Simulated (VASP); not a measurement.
```xyz
2
Lattice="0.0000 2.7104 2.7104 2.7104 0.0000 2.7104 2.7104 2.7104 0.0000" Properties=species:S:1:pos:R:3 pbc="T T T"
K      0.0000     0.0000     0.0000
F      2.7104     2.7104     2.7104
```

Calculation: PBE GGA, VASP's PBE PAW potentials (set 64) (plane waves; VASP). Run with PREC = Normal, EDIFF = 1E-5, 450 eV cut-off, 9×9×9 Γ-centred mesh, Gaussian smearing of 0.050 eV, potentials K_sv F.

At this cut-off the stress carries a Pulay error, which pulls relaxed volumes low.

Problem. Predict the energy per atom (σ→0), pressure, band gap (on the k-mesh) with the smallest direct gap where there is one.

Solution. 
| Property | Value |
|---|---|
| band gap (on the k-mesh) | 5.95 eV |
| smallest direct gap (on the k-mesh) | 5.95 eV |
| energy per atom (σ→0) | -4.152 eV/atom |
| pressure | -1.08 GPa |

The absolute energy has meaning only against runs of the same code, potentials and settings.

The compound is KF in the rock salt structure. It was relaxed first.
